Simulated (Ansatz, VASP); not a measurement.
# O (O2 molecule) in two plane-wave programs, part 2 of 2

Wanted: the spread between two codes on one cell, functional and k mesh. The cell is taken from a series of runs on this material, whose earlier steps may have relaxed, scaled, displaced or heated it; both programs get it as it stands.

VASP 6.6.1 and Ansatz 0.2.0.

So far: The starting structure; Ansatz: relaxation of the atoms, PBE.

### 3. VASP: relaxation of the atoms, PBE

Level of this step: PBE, spin-polarised from a ferromagnetic start; plane waves and PAW (O) (VASP).

The same cell, functional and mesh now go to VASP, with its own data sets.

Lines of VASP's logs that name or quote its potential files are left out, and so is its time.

The input, INCAR:

```
SYSTEM = O
PREC = Accurate
ENCUT = 520
EDIFF = 1E-07
NELM = 200
ISMEAR = 0
SIGMA = 0.01
LREAL = .FALSE.
ALGO = Normal
GGA = PE
NBANDS = 14
ISPIN = 2
MAGMOM = 0.56 0.56
LORBIT = 11
LWAVE = .FALSE.
LCHARG = .FALSE.
ISIF = 2
NUPDOWN = 2
IBRION = 2
NSW = 80
EDIFFG = -0.01
LASPH = .TRUE.
GGA_COMPAT = .FALSE.
NELMIN = 4
```

The input, POSCAR:

```
O
1.0
   12.0000000000      0.0000000000      0.0000000000
    0.0000000000     12.5000000000      0.0000000000
    0.0000000000      0.0000000000     13.0000000000
O
2
Direct
    0.4500000000      0.4700000000      0.4526923077
    0.4500000000      0.4700000000      0.5473076923
```

The input, KPOINTS:

```
Automatic mesh
0
Gamma
1 1 1
0 0 0
```

PAW data sets: O (PBE family, release 64).

Launch:

```sh
mpirun -np 1 vasp_gam
```

Numbers of over 12 decimals in the logs are rounded to 6 here.

The log of the run:

```text
[banner, memory and clock lines left out]
running    1 mpi-ranks, on    1 nodes
 distrk:  each k-point on    1 cores,    1 groups
 distr:  one band on    1 cores,    1 groups

 POSCAR found type information on POSCAR O
 POSCAR found :  1 types and       2 ions
 LDA part: xc-table for (Slater+PW92), standard interpolation
 POSCAR, INCAR and KPOINTS ok, starting setup
 FFT: planning ... GRIDC
 FFT: planning ... GRID_SOFT
 FFT: planning ... GRID
 WAVECAR not read
 entering main loop
       N       E                     dE             d eps       ncg     rms          rms(c)
DAV:   1     0.124800851983E+03    0.12480E+03   -0.25138E+03    72   0.413E+02
DAV:   2     0.292653195292E+02   -0.95536E+02   -0.93313E+02    98   0.980E+01
DAV:   3    -0.548460542161E+01   -0.34750E+02   -0.34059E+02    96   0.623E+01
DAV:   4    -0.949204423528E+01   -0.40074E+01   -0.38526E+01    56   0.233E+01
DAV:   5    -0.965209222214E+01   -0.16005E+00   -0.16003E+00    88   0.409E+00    0.792E+00
DAV:   6    -0.821327890626E+01    0.14388E+01   -0.28176E+00    62   0.101E+01    0.318E+00
DAV:   7    -0.902659356047E+01   -0.81331E+00   -0.49502E-01    56   0.438E+00    0.147E+00
DAV:   8    -0.952045818958E+01   -0.49386E+00   -0.21297E-01    62   0.229E+00    0.562E-01
DAV:   9    -0.963796661194E+01   -0.11751E+00   -0.15126E-02    62   0.830E-01    0.251E-01
DAV:  10    -0.979910018617E+01   -0.16113E+00   -0.57577E-03    62   0.412E-01    0.867E-02
DAV:  11    -0.985079486039E+01   -0.51695E-01   -0.10232E-03    56   0.130E-01    0.362E-02
DAV:  12    -0.987429392128E+01   -0.23499E-01   -0.28173E-04    68   0.724E-02    0.180E-02
DAV:  13    -0.988181762095E+01   -0.75237E-02   -0.17169E-04    56   0.498E-02    0.688E-03
DAV:  14    -0.988347313444E+01   -0.16555E-02   -0.54973E-05    68   0.256E-02    0.398E-03
[...]
DAV:  19    -0.988419141639E+01   -0.26766E-04   -0.24420E-07    56   0.234E-03    0.369E-04
DAV:  20    -0.988420439161E+01   -0.12975E-04   -0.14738E-07    56   0.182E-03    0.190E-04
DAV:  21    -0.988420530795E+01   -0.91634E-06   -0.64858E-08    56   0.111E-03    0.134E-04
DAV:  22    -0.988420905836E+01   -0.37504E-05   -0.23823E-08    56   0.766E-04    0.910E-05
DAV:  23    -0.988421205861E+01   -0.30003E-05   -0.43927E-08    56   0.742E-04    0.418E-05
DAV:  24    -0.988421287731E+01   -0.81870E-06   -0.35192E-09    56   0.322E-04    0.279E-05
DAV:  25    -0.988421321302E+01   -0.33571E-06    0.46614E-09    56   0.187E-04    0.156E-05
DAV:  26    -0.988421329465E+01   -0.81635E-07    0.61491E-09    56   0.126E-04
   1 F= -.98842133E+01 E0= -.98842133E+01  d E =-.988421E+01  mag=     2.0000
 curvature:   0.00 expect dE= 0.000E+00 dE for cont linesearch  0.000E+00
 trial: gam= 0.00000 g(F)=  0.520E-02 g(S)=  0.000E+00 ort = 0.000E+00 (trialstep = 0.100E+01)
 search vector abs. value=  0.520E-02
 bond charge predicted
       N       E                     dE             d eps       ncg     rms          rms(c)
DAV:   1    -0.987055094614E+01    0.13662E-01   -0.15533E+00    80   0.881E+00    0.478E-01
DAV:   2    -0.986950997062E+01    0.10410E-02   -0.20856E-02    56   0.118E+00    0.210E-01
DAV:   3    -0.987140962546E+01   -0.18997E-02   -0.11495E-03    68   0.286E-01    0.933E-02
DAV:   4    -0.987157657799E+01   -0.16695E-03   -0.40541E-04    56   0.138E-01    0.327E-02
DAV:   5    -0.987177541118E+01   -0.19883E-03   -0.33598E-05    56   0.485E-02    0.163E-02
DAV:   6    -0.987181956244E+01   -0.44151E-04   -0.78490E-06    56   0.241E-02    0.439E-03
DAV:   7    -0.987185577208E+01   -0.36210E-04   -0.85640E-07    56   0.855E-03    0.118E-03
DAV:   8    -0.987186389499E+01   -0.81229E-05   -0.23104E-07    56   0.276E-03    0.788E-04
DAV:   9    -0.987187532696E+01   -0.11432E-04   -0.68131E-07    56   0.331E-03    0.332E-04
DAV:  10    -0.987187971865E+01   -0.43917E-05   -0.10317E-07    68   0.136E-03    0.261E-04
DAV:  11    -0.987188540917E+01   -0.56905E-05   -0.20176E-07    56   0.160E-03    0.139E-04
DAV:  12    -0.987188799640E+01   -0.25872E-05   -0.46258E-08    56   0.904E-04    0.101E-04
DAV:  13    -0.987188916825E+01   -0.11718E-05   -0.69177E-09    56   0.471E-04    0.713E-05
DAV:  14    -0.987189032092E+01   -0.11527E-05   -0.94040E-09    56   0.456E-04    0.330E-05
DAV:  15    -0.987189065290E+01   -0.33198E-06    0.21924E-09    56   0.241E-04    0.210E-05
DAV:  16    -0.987189092313E+01   -0.27023E-06    0.54359E-09    56   0.174E-04    0.125E-05
DAV:  17    -0.987189105905E+01   -0.13592E-06    0.63993E-09    56   0.123E-04    0.766E-06
DAV:  18    -0.987189111135E+01   -0.52295E-07    0.68841E-09    56   0.646E-05
   2 F= -.98718911E+01 E0= -.98718911E+01  d E =0.123222E-01  mag=     2.0000
 trial-energy change:    0.012322  1 .order    0.011851   -0.005196    0.028897
 step:   0.1423(harm=  0.1524)  dis= 0.00159  next Energy=    -9.884582 (dE=-0.368E-03)
 bond charge predicted
       N       E                     dE             d eps       ncg     rms          rms(c)
DAV:   1    -0.988345985338E+01   -0.11569E-01   -0.11389E+00    80   0.756E+00    0.404E-01
DAV:   2    -0.988225121774E+01    0.12086E-02   -0.16244E-02    56   0.102E+00    0.183E-01
DAV:   3    -0.988428255017E+01   -0.20313E-02   -0.89571E-04    56   0.244E-01    0.818E-02
DAV:   4    -0.988440270954E+01   -0.12016E-03   -0.37934E-04    56   0.133E-01    0.282E-02
DAV:   5    -0.988447722811E+01   -0.74519E-04   -0.26788E-05    56   0.426E-02    0.148E-02
DAV:   6    -0.988450729532E+01   -0.30067E-04   -0.54442E-06    62   0.185E-02    0.436E-03
DAV:   7    -0.988454397852E+01   -0.36683E-04   -0.10327E-06    62   0.851E-03    0.104E-03
DAV:   8    -0.988455445709E+01   -0.10479E-04   -0.20442E-07    56   0.221E-03    0.699E-04
DAV:   9    -0.988456724933E+01   -0.12792E-04   -0.62416E-07    56   0.293E-03    0.287E-04
DAV:  10    -0.988457083436E+01   -0.35850E-05   -0.10301E-07    56   0.121E-03    0.223E-04
DAV:  11    -0.988457637852E+01   -0.55442E-05   -0.22255E-07    56   0.159E-03    0.121E-04
DAV:  12    -0.988457929193E+01   -0.29134E-05   -0.72295E-08    62   0.975E-04    0.876E-05
DAV:  13    -0.988458028215E+01   -0.99021E-06   -0.80334E-09    56   0.457E-04    0.630E-05
DAV:  14    -0.988458110527E+01   -0.82312E-06   -0.88144E-09    56   0.444E-04    0.293E-05
DAV:  15    -0.988458138443E+01   -0.27916E-06    0.26084E-09    56   0.206E-04    0.184E-05
DAV:  16    -0.988458153192E+01   -0.14750E-06    0.50538E-09    56   0.127E-04    0.111E-05
DAV:  17    -0.988458163886E+01   -0.10694E-06    0.61335E-09    56   0.108E-04    0.692E-06
DAV:  18    -0.988458168629E+01   -0.47435E-07    0.70671E-09    56   0.490E-05
   3 F= -.98845817E+01 E0= -.98845817E+01  d E =-.368392E-03  mag=     2.0000
 curvature:  -0.08 expect dE=-0.159E-08 dE for cont linesearch -0.159E-08
 trial: gam= 0.00000 g(F)=  0.209E-07 g(S)=  0.000E+00 ort =-0.104E-04 (trialstep = 0.828E+00)
 search vector abs. value=  0.210E-07
 reached required accuracy - stopping structural energy minimisation
```

From OUTCAR (step 3):

```text
ion  position               nearest neighbor table
   1  0.450  0.470  0.453-   2 1.23
   2  0.450  0.470  0.547-   1 1.23

  LATTYP: Found a simple orthorhombic cell.
 ALAT       =    12.0000000000
 B/A-ratio  =     1.0416666667
 C/A-ratio  =     1.0833333333

 Subroutine GETGRP returns: Found  8 space group operations
 (whereof  2 operations were pure point group operations)

The static configuration has the point symmetry C_1h.
 The point group associated with its full space group is D_2h.

 Found      1 irreducible k-points:

   k-points           NKPTS =      1   k-points in BZ     NKDIM =      1   number of bands    NBANDS=     14

   dimension x,y,z NGX =    90 NGY =   96 NGZ =   98
   dimension x,y,z NGXF=   180 NGYF=  192 NGZF=  196

   ENCUT  =  520.0 eV  38.22 Ry    6.18 a.u.  22.31 23.24 24.17*2*pi/ulx,y,z

   NELECT =      12.0000    total number of electrons

 k-points in reciprocal lattice and weights: Automatic mesh
   0.00000000  0.00000000  0.00000000       1.000

 average (electrostatic) potential at core
       1 -83.7887       2 -83.7887

 E-fermi : -11.2753

 spin component 1
 k-point     1 :       0.0000    0.0000    0.0000
  band No.  band energies     occupation
    ...
      3     -13.3767      1.00000
      4     -13.2753      1.00000
      5     -13.2753      1.00000
      6      -6.9617      1.00000
      7      -6.9617      1.00000
      8      -0.2489      0.00000
      9       0.4901      0.00000
     10       0.5954      0.00000
     11       0.7428      0.00000
     12       0.8051      0.00000
    ...

 spin component 2
 k-point     1 :       0.0000    0.0000    0.0000
  band No.  band energies     occupation
      1     -31.2789      1.00000
      2     -18.8373      1.00000
      3     -12.4818      1.00000
      4     -11.4110      1.00000
      5     -11.4110      1.00000
      6      -4.6572      0.00000
      7      -4.6572      0.00000
      8      -0.1553      0.00000
      9       0.6664      0.00000
     10       0.6696      0.00000
    ...

  Total       -0.0676344     -0.0672462     -0.0724655     -0.0000000      0.0000000      0.0000000
  in kB       -0.0555704     -0.0552514     -0.0595398     -0.0000000      0.0000000      0.0000000
  external PRESSURE =      -0.0567872 kB  Pullay stress =       0.0000000 kB

  energy-cutoff  :      520.00
  volume of cell :     1950.00
      direct lattice vectors                 reciprocal lattice vectors
    12.000000000  0.000000000  0.000000000     0.083333333  0.000000000  0.000000000
     0.000000000 12.500000000  0.000000000     0.000000000  0.080000000  0.000000000
     0.000000000  0.000000000 13.000000000     0.000000000  0.000000000  0.076923077

 POSITION                                       TOTAL-FORCE (eV/Angst)
 -----------------------------------------------------------------------------------
      5.40000      5.87500      5.88341         0.000000      0.000000      0.000465
      5.40000      5.87500      7.11659         0.000000      0.000000     -0.000465
 -----------------------------------------------------------------------------------
    total drift:                                0.000000      0.000114      0.000001

  FREE ENERGIE OF THE ION-ELECTRON SYSTEM (eV)
  ---------------------------------------------------
  free  energy   TOTEN  =        -9.8845816863 eV

  energy  without entropy=       -9.8845816863  energy(sigma->0) =       -9.88458169

 reached required accuracy - stopping structural energy minimisation

 total charge
# of ion       s       p       d       tot
------------------------------------------
    1        1.611   3.276   0.000   4.887
    2        1.611   3.276   0.000   4.887
--------------------------------------------------
tot          3.223   6.552   0.000   9.774

 magnetization (x)
# of ion       s       p       d       tot
------------------------------------------
    1        0.010   0.801   0.000   0.811
    2        0.010   0.801   0.000   0.811
--------------------------------------------------
tot          0.020   1.602   0.000   1.622
```

The run keeps the 8 symmetry operations of its start, so it cannot find a distortion of lower symmetry.

### 4. Comparison

Known differences besides the potentials themselves: VASP starts from the moments at which Ansatz ended; fixed occupations in Ansatz, narrow Gaussian smearing in VASP; the cutoff is 420 eV in Ansatz and 520 eV in VASP; site moments are counted in spheres of each program's own size. Total energies have different zeros and are not compared.

Compared:

| quantity | Ansatz | VASP | difference |
| --- | --- | --- | --- |
| volume (Å³) | 1950.00 | 1950.00 | +0.00 % |
| edge a after relaxation, in the typed setting (Å) | 12.000 | 12.000 | +0.00 % |
| edge b after relaxation, in the typed setting (Å) | 12.500 | 12.500 | +0.00 % |
| edge c after relaxation, in the typed setting (Å) | 13.000 | 13.000 | +0.00 % |
| total moment, fixed by the input (μB) | 2.00 | 2.00 | 0.00 |
| moment on O1 (μB) | 0.56 | 0.81 | -0.25 |
| moment on O2 (μB) | 0.56 | 0.81 | -0.25 |

### 5. Summary of results

| Property | Result |
| --- | --- |
| difference in moment on O1 (relaxation of the atoms, PBE) | -0.25 μB |

The difference in moment on O1 is -0.25 μB (relaxation of the atoms, PBE). How closely two codes agree says nothing of how well the functional describes the real material.

[Lines on the potential files, build, host, timing and source positions are cut from VASP's logs without a mark.]

[Logs are printed without paths, hosts, clocks, repeated set-up lines and the standing remarks that a program may print on its own settings, such as how far it seeks lower states.]

[Hosts, paths, dates, database ids (printed as entryN), source tags and the programs' standing remarks are cut or masked in the printed files.]
